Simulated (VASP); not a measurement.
# H16SO10 in VASP: notebook, part 2 of 2

VASP 6.6.1. The steps go on from the part before.

**4. Single point, PBE+D3(BJ)**

File INCAR:

```
SYSTEM = H16SO10
PREC = Accurate
ENCUT = 520
EDIFF = 1E-7
ISMEAR = -1
SIGMA = 0.02
LREAL = Auto
LASPH = .True.
NELM = 100
ALGO = Fast
ISIF = 2
LWAVE = .False.
LCHARG = .False.
GGA = PE
IVDW = 12
NBANDS = 60
```

File KPOINTS:

```
Automatic mesh
0
Gamma
  1 1 1
  0 0 0
```

File POSCAR:

```
H16SO10
1.0
    7.0162890000      0.0000000000      0.0000000000
    0.0000000000      7.0162890000      0.0000000000
    0.0000000000      0.0000000000      7.0162890000
O H S
10 16 1
Direct
    0.3763670510      0.5000934255      0.9234653818
    0.2565173698      0.3490591679      0.4295148048
    0.0246141514      0.1188092452      0.9630162042
    0.7848308415      0.2440036321      0.6529235041
    1.0436143665      0.6025835025      0.7092780813
    0.8723699950      0.8051977334      0.1951031379
    0.1315937813      0.9676197773      0.4315386667
    0.7997105022      0.3582378092      0.2470394250
    0.6024409770      0.8713438115      0.6092536952
    0.3409209626      0.9232658461      0.8190369581
    0.2364355288      0.5274440662      0.9010176177
    0.3756686761      0.3682858560      0.8781850349
    0.1475138781      0.3788327419      0.5086877123
    0.2251047527      0.3765950918      0.2896117877
    0.1514333289      0.0612289488      0.9392714582
   -0.0285763600      0.1443355597      0.8410143881
    0.7956485259      0.3075842514      0.5321331547
    0.7039191231      0.1243962442      0.6339818671
    1.0213803907      0.6518688156      0.5812901949
    0.9224962085      0.5610800809      0.7447669274
    0.8777859635      0.8731823903      0.0739279696
    0.7384815534      0.8425821684      0.2286678898
    0.1404161089      1.1083636948      0.4311966055
    0.0501119609      0.9200875278      0.3357900451
    0.8908698031      0.2866044999      0.1711731087
    0.7393937165      0.4558107569      0.1608400110
    0.4156898326      0.8040290245      0.6669480120
```

Launch:

```sh
$ cat potpaw_PBE.64/O/POTCAR potpaw_PBE.64/H/POTCAR potpaw_PBE.64/S/POTCAR > POTCAR
$ mpirun -np 1 vasp_gam > vasp.out
```

Wall time 30 s (1 thread of Intel Xeon 6975P-C (Granite Rapids), shared host); peak memory 0.36 GiB.

Results (log left out):

| Item | Value |
| --- | --- |
| Free energy | -133.8989 eV |
| Pressure | -0.6 GPa |
| Largest force | 2.629 eV/Å |
| Band gap on the k mesh | 2.69 eV, direct |
| Dispersion energy per atom | -0.034 eV |

Forces in eV/Å, atoms in the order of the input:
```
O   -1.600 -0.218 -0.095
O    0.145 -0.118 -2.040
O    1.003 -0.374  1.535
O   -0.733 -1.567  1.069
O    1.610  0.434 -0.888
O   -1.892  0.285 -0.093
O    1.607  0.614  1.988
O   -0.738  1.051 -0.349
O    0.780 -0.288 -0.712
O   -0.340 -0.214  0.171
H    1.260  0.262  0.110
H    0.561 -0.004 -0.012
H   -0.394  0.557 -0.026
H    0.223 -0.179  2.139
H   -0.621  0.079 -0.009
H   -0.744  0.444 -1.548
H   -0.238  0.030 -1.079
H    0.996  1.456 -0.042
H    0.263  0.437  0.006
H   -2.235 -0.925  0.881
H    0.788  0.255 -0.385
H    1.081 -0.516  0.360
H    0.188 -0.574 -0.298
H   -1.395 -0.427 -1.510
H    0.056 -0.138 -0.509
H    0.804 -1.065  0.914
S   -0.435  0.700  0.423
```

Stress tensor (GPa, compression positive):
```
-0.08  0.41 -0.89
 0.41 -1.36  0.17
-0.89  0.17 -0.23
```

Levels at points of the mesh, in eV from the valence-band top:
```csv
k point,band 37,band 38,band 39,band 40,band 41,band 42,band 43,band 44,band 45,band 46
"(0.00, 0.00, 0.00)",-0.73,-0.66,-0.52,-0.41,0.00,2.69,4.44,6.64,6.74,7.21
```

**5. Single point, PBE+D3(BJ)**

File INCAR:

```
  PREC = Accurate
  ENCUT = 520
  EDIFF = 1E-6
  ISMEAR = -1
  SIGMA = 0.02
  LREAL = Auto
  LASPH = True
  NELM = 100
  ALGO = Normal
  ISIF = 2
  LWAVE = False
  LCHARG = False
  GGA = PE
  IVDW = 12
  NBANDS = 60
```

File KPOINTS:

```
regular mesh
0
Gamma
  1 1 1
```

File POSCAR:

```
H16SO10
1.0
    7.0162890000      0.0000000000      0.0000000000
    0.0000000000      7.0162890000      0.0000000000
    0.0000000000      0.0000000000      7.0162890000
O H S
10 16 1
Direct
    0.4200083548      0.4620391207      1.0145106623
    0.2738342163      0.3407641846      0.3415053171
   -0.0191981830      0.1232417878      0.9369055351
    0.7281342031      0.2577288364      0.6673185782
    1.0022677230      0.5687051944      0.7951354341
    0.9659807343      0.8102573882      0.1884757028
    0.1633627121      0.9940154974      0.4864822415
    0.7870114814      0.3543183583      0.2790078915
    0.5520582177      0.8673958556      0.4971716530
    0.3723763374      0.9229095324      0.8110697835
    0.3511685451      0.5738503645      0.9836681471
    0.4077654156      0.4018648605      0.8936205450
    0.1878485906      0.4541147037      0.3541615803
    0.3306591276      0.3698251312      0.2108094464
    0.1022905413      0.1902287662      0.9012029008
   -0.1171559495      0.1921243552      0.8577183751
    0.7753671492      0.3066863409      0.5388176000
    0.6843218687      0.1168994037      0.6486619921
    0.9929608088      0.6902936866      0.8693342022
    0.8928224023      0.4916131590      0.8219729832
    0.9405969452      0.9267434680      0.1256789736
    0.8390047787      0.7623260672      0.2350815367
    0.1942622375      1.1091903426      0.4164879753
    0.0930121322      0.9132748095      0.3982589657
    0.8135212218      0.2574295329      0.1873782565
    0.6710242409      0.4165449855      0.2286251322
    0.4038887224      0.8175974507      0.6350650607
```

Potentials or basis: VASP PAW PBE potentials, release 64 (O, H, S).

Launch:

```sh
$ cat potpaw_PBE.64/O/POTCAR potpaw_PBE.64/H/POTCAR potpaw_PBE.64/S/POTCAR > POTCAR
$ mpirun -np 1 vasp_gam > vasp.out
```

OUTCAR:

```text
PREC = Accurate
   ENCUT = 520
   EDIFF = 1E-6
   ISMEAR = -1
   LREAL = Auto
   LASPH = True
   NELM = 100
   ISIF = 2
   GGA = PE
   IVDW = 12
 IVDW          = 12

 ion  position               nearest neighbor table
   1  0.420  0.462  0.015-  11 0.95  12 0.95
   2  0.274  0.341  0.342-  13 1.00  14 1.02
   3  0.981  0.123  0.937-  15 1.01  16 1.01
[... 308 lines left out ...]
  -------------------------------------------------------------------------------------
  Total      -3.10914    -2.06032    -2.35753    -0.67247     0.58231     1.31032
  in kB     -14.42212    -9.55702   -10.93566    -3.11931     2.70113     6.07805
  external pressure =      -11.64 kB  Pullay stress =        0.00 kB

 VOLUME and BASIS-vectors are now :
 -----------------------------------------------------------------------------
  energy-cutoff  :      520.00
  volume of cell :      345.40
      direct lattice vectors                 reciprocal lattice vectors
     7.016289000  0.000000000  0.000000000     0.142525486  0.000000000  0.000000000
     0.000000000  7.016289000  0.000000000     0.000000000  0.142525486  0.000000000
     0.000000000  0.000000000  7.016289000     0.000000000  0.000000000  0.142525486

 POSITION                                       TOTAL-FORCE (eV/Angst)
 -----------------------------------------------------------------------------------
      2.94690      3.24180      0.10181         0.790495     -0.359535      0.543742
      1.92130      2.39090      2.39610        -0.384785      1.366527     -0.817398
      6.88159      0.86470      6.57360         0.446116      1.094879     -0.186937
      5.10880      1.80830      4.68210        -0.333657     -1.612221     -0.607297
      0.01591      3.99020      5.57890         1.034848      1.446787      0.134192
      6.77760      5.68500      1.32240        -0.992762     -2.192884      1.487749
[... 19 lines left out ...]
      4.70810      2.92260      1.60410         0.457753     -0.335529      0.299208
      2.83380      5.73650      4.45580        -0.986090     -0.484003     -0.735133
 -----------------------------------------------------------------------------------
    total drift:                               -0.002930     -0.000493      0.001360

  FREE ENERGIE OF THE ION-ELECTRON SYSTEM (eV)
  ---------------------------------------------------
  free  energy   TOTEN  =      -134.1115184101 eV

  energy  without entropy=     -134.1115184101  energy(sigma->0) =     -134.11151841
```

OSZICAR:

```text
N       E                     dE             d eps       ncg     rms          rms(c)
DAV:   1     0.659993138679E+03    0.65999E+03   -0.45074E+04   128   0.125E+03
DAV:   2    -0.806888558487E+02   -0.74068E+03   -0.70820E+03   156   0.299E+02
DAV:   3    -0.147341572241E+03   -0.66653E+02   -0.66195E+02   144   0.974E+01
DAV:   4    -0.148353956902E+03   -0.10124E+01   -0.10096E+01   144   0.134E+01
DAV:   5    -0.148370931213E+03   -0.16974E-01   -0.16962E-01   152   0.166E+00    0.416E+01
DAV:   6    -0.133614307589E+03    0.14757E+02   -0.51865E+01   136   0.295E+01    0.221E+01
DAV:   7    -0.133364880256E+03    0.24943E+00   -0.28124E+00   144   0.737E+00    0.998E+00
DAV:   8    -0.133207021368E+03    0.15786E+00   -0.30930E-01   152   0.264E+00    0.164E+00
DAV:   9    -0.133200228682E+03    0.67927E-02   -0.33782E-02   152   0.882E-01    0.515E-01
DAV:  10    -0.133202867996E+03   -0.26393E-02   -0.11504E-02   144   0.543E-01    0.220E-01
DAV:  11    -0.133202750256E+03    0.11774E-03   -0.21427E-03   136   0.250E-01    0.731E-02
DAV:  12    -0.133202709834E+03    0.40422E-04   -0.11471E-03   144   0.156E-01    0.537E-02
DAV:  13    -0.133202656873E+03    0.52961E-04   -0.21935E-04   136   0.796E-02    0.287E-02
DAV:  14    -0.133202617888E+03    0.38985E-04   -0.77382E-05   136   0.449E-02    0.129E-02
DAV:  15    -0.133202616608E+03    0.12800E-05   -0.99444E-06   152   0.163E-02    0.958E-03
DAV:  16    -0.133202616505E+03    0.10341E-06   -0.40373E-06   136   0.104E-02
   1 F= -.13411152E+03 E0= -.13411152E+03  d E =-.982925E-12
```

stdout:

```text
POSCAR found type information on POSCAR O H S
 POSCAR found :  3 types and      27 ions
 scaLAPACK will be used
 LDA part: xc-table for (Slater+PW92), standard interpolation
 POSCAR, INCAR and KPOINTS ok, starting setup
 FFT: planning ... GRIDC
 FFT: planning ... GRID_SOFT
 FFT: planning ... GRID
 WAVECAR not read
 entering main loop
```

Wall time 26 s (1 thread of Intel Xeon 6975P-C (Granite Rapids), shared host); peak memory 0.4 GiB.

Results:

```
Free energy                : -134.1115 eV
Pressure                   : -1.2 GPa
Largest force              : 2.830 eV/Å
Band gap on the k mesh     : 3.46 eV, direct
Dispersion energy per atom : -0.034 eV
```

Forces on the atoms (eV/Å):
```
O    0.790 -0.360  0.544
O   -0.385  1.367 -0.817
O    0.446  1.095 -0.187
O   -0.334 -1.612 -0.607
O    1.035  1.447  0.134
O   -0.993 -2.193  1.488
O   -0.244 -0.724  0.920
O   -0.911  1.288  0.492
O    0.393  0.410  0.747
O    0.817  0.229  0.000
H   -0.900  1.754  0.267
H    0.377 -1.279 -1.123
H    0.473 -1.150  0.207
H   -0.408 -0.477  0.950
H   -1.173 -0.823  0.453
H    0.467 -0.512 -0.131
H   -0.627 -0.881  0.841
H    0.730  2.482 -0.229
H   -0.198 -1.187 -0.416
H   -0.725 -0.176  0.237
H   -0.192  1.751 -1.191
H    1.299  0.461 -0.403
H    0.577  1.098 -0.449
H   -0.369 -0.394 -0.514
H    0.581 -0.795 -0.776
H    0.458 -0.336  0.299
S   -0.986 -0.484 -0.735
```

Stress tensor (GPa, compression positive):
```
-1.44 -0.31  0.61
-0.31 -0.96  0.27
 0.61  0.27 -1.09
```

As with any semilocal functional, this PBE gap is likely too small.
